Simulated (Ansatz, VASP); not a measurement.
**Hf7CO16 (a cell with a defect): VASP beside Ansatz**

```
CELL_PARAMETERS angstrom
0.00000 5.11500 5.11500
5.11500 0.00000 5.11500
5.11500 5.11500 0.00000
ATOMIC_POSITIONS crystal
C 0.00000 0.00000 0.00000
Hf 0.00000 0.00000 0.50000
Hf 0.00000 0.50000 0.00000
Hf 0.00000 0.50000 0.50000
Hf 0.50000 0.00000 0.00000
Hf 0.50000 0.00000 0.50000
Hf 0.50000 0.50000 0.00000
Hf 0.50000 0.50000 0.50000
O 0.12885 0.12885 0.12885
O 0.12885 0.12885 0.61345
O 0.12885 0.61345 0.12885
O 0.12852 0.62383 0.62383
O 0.61345 0.12885 0.12885
O 0.62383 0.12852 0.62383
O 0.62383 0.62383 0.12852
O 0.62383 0.62383 0.62383
O 0.37617 0.37617 0.37617
O 0.37617 0.37617 0.87148
O 0.37617 0.87148 0.37617
O 0.38655 0.87115 0.87115
O 0.87148 0.37617 0.37617
O 0.87115 0.38655 0.87115
O 0.87115 0.87115 0.38655
O 0.87115 0.87115 0.87115
```

Alike in both runs: functional PBE; k mesh 3 × 3 × 3; occupations fermi-dirac, width 0.01 eV; no spin polarisation.

Ansatz relaxed the structure, and its values are those at the end. VASP's run is a single point on that final structure, the one shown.

|  | VASP | Ansatz |
| --- | --- | --- |
| version | VASP 6.6.1 | Ansatz 0.2.0 |
| potentials or method | VASP PAW PBE potentials, release 64 (C, Hf_pv, O) | plane-wave PAW, scalar-relativistic |
| plane-wave cutoff (eV) | 520 | 420 |
| valence electrons in the cell | 170 | 282 |

Ansatz gave:

| Quantity | Value |
| --- | --- |
| pressure (GPa) | -2.5 |
| rms of the force components (eV/Å) | 0.000 |

Task: Estimate VASP's values.

Result: Pressure (GPa): -5.5; rms of the force components (eV/Å): 0.032.

The functional is the same, so the differences come from potentials, cutoffs and numerics. The two sets of potentials don't hold the same shells in valence. Ansatz warned: «gradients_without_spin_orbit».

The runs have no spin-orbit coupling, so splittings on Hf are missing.
